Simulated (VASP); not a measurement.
Set up this calculation in VASP 6.6.1, as the native input.

- Task: single point
- Functional: r2SCAN
- Potentials or basis: VASP PAW PBE potentials, release 64 (Bi_d, S, Cd)
- Cutoff: 520 eV
- k mesh: 5 × 3 × 3, shifted
- Occupations: fermi-dirac, width 0.0225 eV
- Spin: no spin polarisation
- Dipole correction: no
- Further INCAR settings: ALGO = Normal; EDIFF = 1e-06; NBANDS = 34

CdBiS4:

```xyz
6
Lattice="-0.0191 -0.0631 4.3086 5.8064 -5.8229 2.2126 5.8058 5.8033 -2.2632" Properties=species:S:1:pos:R:3 pbc="T T T"
Bi    5.8704    5.6939   -1.7677
S     2.0053    1.6900    1.1243
S     7.3700    4.1438    0.7804
S     4.1025    4.0504   -1.0116
S     4.2734   -4.0237    5.0835
Cd    5.4541    0.0363    2.8040
```

The cell was built by a generator and needn't be a form met in nature.

These files were run (other wordings do the same):

POSCAR

```
CdBiS4
1.0
   -0.0191110000     -0.0630770000      4.3085940000
    5.8063710000     -5.8229090000      2.2125800000
    5.8058340000      5.8032600000     -2.2632480000
Bi S Cd
1 4 1
Direct
    0.1059030000      0.0145570000      0.9969080000
    0.4166370000      0.0254610000      0.3212980000
    0.5631490000      0.2750670000      0.9961710000
    0.1326490000      0.0038180000      0.7032270000
    0.8300130000      0.7103180000      0.0284010000
    0.6641270000      0.4632610000      0.4782970000
```

INCAR.step1

```
ALGO = Normal
EDIFF = 1E-4
ENCUT = 520
GGA = PE
ISMEAR = -1
LASPH = True
LCHARG = False
LREAL = False
LWAVE = True
NBANDS = 34
NELM = 100
PREC = Accurate
SIGMA = 0.0225
```

INCAR.step2

```
ALGO = Normal
EDIFF = 1E-6
ENCUT = 520
ISIF = 2
ISMEAR = -1
ISTART = 1
LASPH = True
LCHARG = False
LMIXTAU = True
LREAL = False
LWAVE = False
METAGGA = R2SCAN
NBANDS = 34
NELM = 100
PREC = Accurate
SIGMA = 0.0225
```

KPOINTS

```
Automatic mesh
0
Gamma
  5 3 3
  0.5 0 0
```

Potentials or basis: VASP PAW PBE potentials, release 64 (Bi_d, S, Cd).

Launch:

```sh
$ cat potpaw_PBE.64/Bi_d/POTCAR potpaw_PBE.64/S/POTCAR potpaw_PBE.64/Cd/POTCAR > POTCAR
$ cp INCAR.step1 INCAR
$ mpirun -np 1 vasp_std > vasp.out
$ cp INCAR.step2 INCAR
$ mpirun -np 1 vasp_std > vasp.out
```

It gave:

```yaml
Pressure: -5.2 GPa
Largest_force: 1.516 eV/Å
Band_gap_on_the_k_mesh: none (metal or under the smearing width)
```

Caveat: the PAW data sets were made with another functional, which shifts forces and pressure a little; spin-orbit coupling is left out, which moves the levels of the heavy elements.

It took 7.6 min on 1 thread of Intel(R) Xeon(R) 6975P-C (Granite Rapids), with other jobs on the host, peak memory 0.5 GiB.
